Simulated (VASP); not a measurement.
# Ti3BiO3 (Pm-3m) in VASP: relaxation of cell and atoms with PBE

Aim: the relaxation of cell and atoms of Ti3BiO3 with PBE.

All numbers are computed with VASP 6.6.1; they aren't measurements. Logs are shortened: lines on timing, memory, paths and dates and some standing lists are left out, and cuts for length are marked.

## Step 1: The structure

The structure is cubic, space group Pm-3m (No. 221). The conventional cell has a = 4.680 Å, b = 4.680 Å, c = 4.680 Å, α = 90.00°, β = 90.00°, γ = 90.00°. Ti (site symmetry 4/mmm) has 4 O at 2.34 Å as nearest neighbours. Bi (site symmetry m-3m) is surrounded by 6 O at 2.34 Å. Around O (site symmetry 4/mmm) lie 4 Ti at 2.34 Å and 2 Bi at 2.34 Å.

The cell was built by a generator and needn't be a form met in nature.

## Step 2: Relaxation of cell and atoms, PBE

Input file INCAR:

```
SYSTEM = Ti3BiO3
PREC = Normal
ENCUT = 520
EDIFF = 1E-4
ISMEAR = 0
SIGMA = 0.15
LREAL = .False.
LASPH = .True.
NELM = 60
ALGO = Fast
ISIF = 3
LWAVE = .False.
LCHARG = .False.
GGA = PE
IBRION = 2
NSW = 24
EDIFFG = -0.08
KPAR = 2
```

Input file KPOINTS:

```
regular mesh
0
Gamma
  3 3 3
  0 0 0
```

Input file POSCAR:

```
Ti3BiO3
1.0
    4.6799440700      0.0000000000      0.0000000000
    0.0000000000      4.6799440700      0.0000000000
    0.0000000000      0.0000000000      4.6799440700
Ti Bi O
3 1 3
Direct
    0.5000000000      0.0000000000      0.0000000000
    0.0000000000      0.5000000000      0.0000000000
    0.0000000000      0.0000000000      0.5000000000
    0.5000000000      0.5000000000      0.5000000000
    0.5000000000      0.5000000000      0.0000000000
    0.0000000000      0.5000000000      0.5000000000
    0.5000000000      0.0000000000      0.5000000000
```

Potentials or basis: VASP PAW PBE potentials, release 64 (Ti_sv, Bi_d, O).

On the command line:

```
cat potpaw_PBE.64/Ti_sv/POTCAR potpaw_PBE.64/Bi_d/POTCAR potpaw_PBE.64/O/POTCAR > POTCAR
mpirun -np 2 vasp_std > vasp.out
```

OUTCAR:

```text
SYSTEM = Ti3BiO3
   PREC = Normal
   ENCUT = 520
   EDIFF = 1E-4
   ISMEAR = 0
   LREAL = .False.
   LASPH = .True.
   NELM = 60
   ISIF = 3
   GGA = PE
   IBRION = 2
   NSW = 24
   EDIFFG = -0.08

 ion  position               nearest neighbor table
   1  0.500  0.000  0.000-   5 2.34   7 2.34   7 2.34   5 2.34   4 3.31   4 3.31   4 3.31   4 3.31

   2  0.000  0.500  0.000-   5 2.34   6 2.34   6 2.34   5 2.34   4 3.31   4 3.31   4 3.31   4 3.31

   3  0.000  0.000  0.500-   6 2.34   7 2.34   6 2.34   7 2.34   4 3.31   4 3.31   4 3.31   4 3.31

   4  0.500  0.500  0.500-   5 2.34   6 2.34   7 2.34   5 2.34   7 2.34   6 2.34   1 3.31   2 3.31
                             1 3.31   1 3.31   3 3.31   2 3.31   1 3.31   2 3.31   3 3.31   3 3.31
   5  0.500  0.500  0.000-   1 2.34   2 2.34   4 2.34   4 2.34   1 2.34   2 2.34
   6  0.000  0.500  0.500-   2 2.34   3 2.34   4 2.34   2 2.34   3 2.34   4 2.34
   7  0.500  0.000  0.500-   1 2.34   3 2.34   4 2.34   1 2.34   4 2.34   3 2.34

  LATTYP: Found a simple cubic cell.
 ALAT       =     4.6799440700

  Lattice vectors:

 A1 = (   4.6799440700,   0.0000000000,   0.0000000000)
 A2 = (   0.0000000000,   4.6799440700,   0.0000000000)
 A3 = (   0.0000000000,   0.0000000000,   4.6799440700)

Analysis of symmetry for initial positions (statically):
=====================================================================
 Subroutine PRICEL returns:
 Original cell was already a primitive cell.

 Routine SETGRP: Setting up the symmetry group for a
 simple cubic supercell.

 Subroutine GETGRP returns: Found 48 space group operations
 (whereof 48 operations were pure point group operations)
 out of a pool of 48 trial point group operations.

The static configuration has the point symmetry O_h .

Analysis of symmetry for dynamics (positions and initial velocities):
=====================================================================
 Subroutine PRICEL returns:
 Original cell was already a primitive cell.

 Routine SETGRP: Setting up the symmetry group for a
 simple cubic supercell.

 Subroutine GETGRP returns: Found 48 space group operations
 (whereof 48 operations were pure point group operations)
 out of a pool of 48 trial point group operations.

The dynamic configuration has the point symmetry O_h .

 Subroutine INISYM returns: Found 48 space group operations
 (whereof 48 operations are pure point group operations),
 and found     1 'primitive' translations

----------------------------------------------------------------------------------------

                                     Primitive cell

  volume of cell :     102.4996
[... 72 lines left out ...]
   ISPIN  =      1    spin polarized calculation?
   LNONCOLLINEAR =      F non collinear calculations
   LSORBIT =      F    spin-orbit coupling
   LASPH  =      T    aspherical Exc in radial PAW
   ENCUT  =  520.0 eV  38.22 Ry    6.18 a.u.   8.70  8.70  8.70*2*pi/ulx,y,z
   NELM   =     60;   NELMIN=  2; NELMDL= -5     # of ELM steps
   EDIFF  = 0.1E-03   stopping-criterion for ELM
   LREAL  =      F    real-space projection
   EDIFFG = -.8E-01   stopping-criterion for IOM
   NSW    =     24    number of steps for IOM
   IBRION =      2    ionic relax: 0-MD 1-quasi-New 2-CG
   NFREE  =      1    steps in history (QN), initial steepest desc. (CG)
   ISIF   =      3    stress and relaxation
   ISYM   =      2    0-nonsym 1-usesym 2-fastsym
   POTIM  = 0.5000    time-step for ionic-motion
   TEBEG  =    0.0;   TEEND  =   0.0 temperature during run
   PSTRESS=    0.0 pullay stress
   NELECT =      69.0000    total number of electrons
   NUPDOWN=      -1.0000    fix difference up-down
   EMIN   =  10.00;   EMAX   =-10.00  energy-range for DOS
   EFERMI =   0.00;   METHOD = LEGACY
   ISMEAR =     0;   SIGMA  =   0.15  broadening in eV -4-tet -1-fermi 0-gaus
   EFERMI_NEDOS =   21; number of points for ismear=-14 and -15
   IALGO  =     68    algorithm
   IMIX   =      4    mixing-type and parameters
     AMIX     =   0.40;   BMIX     =  1.00
     AMIX_MAG =   1.60;   BMIX_MAG =  1.00
  volume/ion in A,a.u.               =      14.64        98.81
  Fermi-wavevector in a.u.,A,eV,Ry     =   1.434775  2.711332 28.008680  2.058580
  Thomas-Fermi vector in A             =   2.554147
   LORBIT       =      0    0 simple, 1 ext, 2 COOP (PROOUT), +10 PAW based schemes
   GGA     = PE    functional components
   LHFCALC =     F    Hartree Fock is set to
   AEXX    =    0.0000 exact exchange contribution
   IVDW    =     0    specifies the selected vdW correction
   LEPSILON=     F    determine dielectric tensor
   LRPA    =     F    only Hartree local field effects (RPA)
 conjugate gradient relaxation of ions
 non-spin polarized calculation
 RMM-DIIS sequential band-by-band and
 Gauss-broadening in eV      SIGMA  =   0.15
  energy-cutoff  :      520.00
  volume of cell :      102.50
 maximum number of plane-waves:      2779
   NGX = 17   NGY = 17   NGZ = 17

--------------------------------------- Ionic step        1  -------------------------------------------

 number of electron      68.9999985 magnetization

 Free energy of the ion-electron system (eV)
  ---------------------------------------------------
  ext. energy  EPLUGINS =         0.00000000
  ---------------------------------------------------
  free energy    TOTEN  =       -49.11037944 eV

  energy without entropy =      -48.96872684  energy(sigma->0) =      -49.03955314

------------------------ aborting loop because EDIFF is reached ----------------------------------------

  FORCE on cell =-STRESS in cart. coord.  units (eV):
  Direction    XX          YY          ZZ          XY          YZ          ZX
  --------------------------------------------------------------------------------------
  -------------------------------------------------------------------------------------
  Total       -4.3114414     -4.3114414     -4.3114414     -0.0000000      0.0000000      0.0000000
  in kB      -67.3924245    -67.3924245    -67.3924245     -0.0000000      0.0000000      0.0000000
  external PRESSURE =     -67.3924245 kB  Pullay stress =       0.0000000 kB
[... 69 lines left out ...]
--------------------------------------- Ionic step        3  -------------------------------------------

 number of electron      68.9999885 magnetization

 Free energy of the ion-electron system (eV)
  ---------------------------------------------------
  ext. energy  EPLUGINS =         0.00000000
  ---------------------------------------------------
  free energy    TOTEN  =       -49.26832491 eV

  energy without entropy =      -49.13513766  energy(sigma->0) =      -49.20173128

 E-fermi :   9.6290     XC(G=0): -11.6455

 val. band max:        9.6282609960   @ k =   0.3333   0.3333   0.0000
 cond. band min:       9.8378010272   @ k =   0.3333   0.3333   0.3333
 fundamental gap:      0.2095400312
 Fermi energy:         9.6289532071

 k-point     1 :       0.0000    0.0000    0.0000
  band No.  band energies     occupation
      1     -47.8302      2.00000
      2     -47.7968      2.00000
      3     -47.7968      2.00000
      4     -24.2823      2.00000
      5     -24.2823      2.00000
      6     -24.2823      2.00000
[... 199 lines left out ...]
  FREE ENERGIE OF THE ION-ELECTRON SYSTEM (eV)
  ---------------------------------------------------
  free  energy   TOTEN  =       -49.2683249051 eV

  energy  without entropy=      -49.1351376635  energy(sigma->0) =      -49.20173128

 reached required accuracy - stopping structural energy minimisation
```

Wall time 30 s (2 MPI ranks of AMD EPYC 9R45 (Zen 5), shared host); peak memory 0.14 GiB.

Results:

```yaml
Free_energy: -49.2683 eV
Relaxed_volume: 13.71 Å³/atom
Relaxed_cell: a = 4.579 Å, b = 4.579 Å, c = 4.579 Å, α = 90.00°, β = 90.00°, γ = 90.00°
Space_group_after_relaxing_to_0.05_Å: Pm-3m (No. 221)
Energy_gained_by_relaxing: 22.6 meV/atom
Ionic_steps: 3
Pressure_after_relaxing: 0.2 GPa
Band_gap_on_the_k_mesh: none (metal or under the smearing width)
```

Step by step:
```tsv
step	energy change (eV)	largest force (eV/Å)	pressure (GPa)	volume (Å³)
1	0.0000	0.0000	-6.74	102.50
2	-0.1259	0.0000	3.86	93.63
3	-0.1579	0.0000	0.19	96.00
```

Final structure:
```
CELL_PARAMETERS angstrom
4.57893 0.00000 0.00000
0.00000 4.57893 0.00000
0.00000 0.00000 4.57893
ATOMIC_POSITIONS crystal
Ti 0.50000 0.00000 0.00000
Ti 0.00000 0.50000 0.00000
Ti 0.00000 0.00000 0.50000
Bi 0.50000 0.50000 0.50000
O 0.50000 0.50000 0.00000
O 0.00000 0.50000 0.50000
O 0.50000 0.00000 0.50000
```

Caveat: the k mesh is coarse (spacing up to 0.45 Å⁻¹), so the values aren't converged; spin-orbit coupling is left out, which moves the levels of the heavy elements; an odd number of electrons without spin polarisation forces a metal; a magnetic or distorted state may lie lower; semilocal functionals often make such compounds metallic where correlation or magnetic order opens a gap, which also shifts bond lengths; the relaxation stopped at a loose force limit of 0.08 eV/Å, so its end isn't a converged minimum.
